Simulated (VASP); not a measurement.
**ZnCd3Se3S: single point with PBEsol**

The system is ZnCd3Se3S.

```
Zn Cd Se S
1.0
     4.26265    2.46104    3.46333
    -4.26265    2.46104    3.46333
     0.00000   -4.92209    3.46333
Zn Cd Se S
1 3 3 1
Direct
  0.99181 0.99181 0.99181
  0.50643 0.99620 0.50643
  0.99620 0.50643 0.50643
  0.50643 0.50643 0.99620
  0.23723 0.76250 0.23723
  0.76250 0.23723 0.23723
  0.23723 0.23723 0.76250
  0.76169 0.76169 0.76169
```

The cell was built by a generator and needn't be a form met in nature.

```json
{"Program": "VASP 6.6.1", "Task": "single point", "Functional": "PBEsol", "Potentials or basis": "VASP PAW PBE potentials, release 64 (Zn, Cd, Se, S)", "Cutoff": "520 eV", "k mesh": "4 × 4 × 4", "Occupations": "gaussian, width 0.03 eV", "Spin": "no spin polarisation"}
```

| Property | Result |
| --- | --- |
| Pressure | -2.7 GPa |
| Largest force | 0.016 eV/Å |
| Band gap on the k mesh | 0.57 eV, direct |

Forces on the atoms (eV/Å):
```
Zn   0.000  0.000 -0.001
Cd  -0.006  0.004 -0.006
Cd   0.006  0.004 -0.006
Cd   0.000 -0.007 -0.006
Se   0.013 -0.007  0.007
Se  -0.013 -0.007  0.007
Se   0.000  0.015  0.007
S    0.000  0.000 -0.003
```

Levels at points of the mesh, in eV from the valence-band top:
| k point | band 32 | band 33 | band 34 | band 35 | band 36 | band 37 | band 38 | band 39 | band 40 | band 41 |
| --- | --- | --- | --- | --- | --- | --- | --- | --- | --- | --- |
| (0.00, 0.00, 0.00) | -1.73 | -1.68 | -0.04 | -0.04 | 0.00 | 0.57 | 3.04 | 3.04 | 3.35 | 3.51 |
| (0.50, 0.00, 0.00) | -2.14 | -1.21 | -1.08 | -0.91 | -0.75 | 3.12 | 3.28 | 4.15 | 4.24 | 4.82 |
| (0.50, 0.50, 0.00) | -1.79 | -0.99 | -0.89 | -0.72 | -0.44 | 3.36 | 3.75 | 3.84 | 3.85 | 5.48 |
| (0.50, 0.50, 0.50) | -0.74 | -0.74 | -0.62 | -0.45 | -0.45 | 2.18 | 2.32 | 2.43 | 2.43 | 6.17 |

Run time: 56 s on 4 MPI ranks on Intel(R) Xeon(R) Platinum 8488C (Sapphire Rapids) (shared host), peak memory 0.4 GiB a rank.

Caveat: the PAW data sets were made with another functional, which shifts forces and pressure a little.
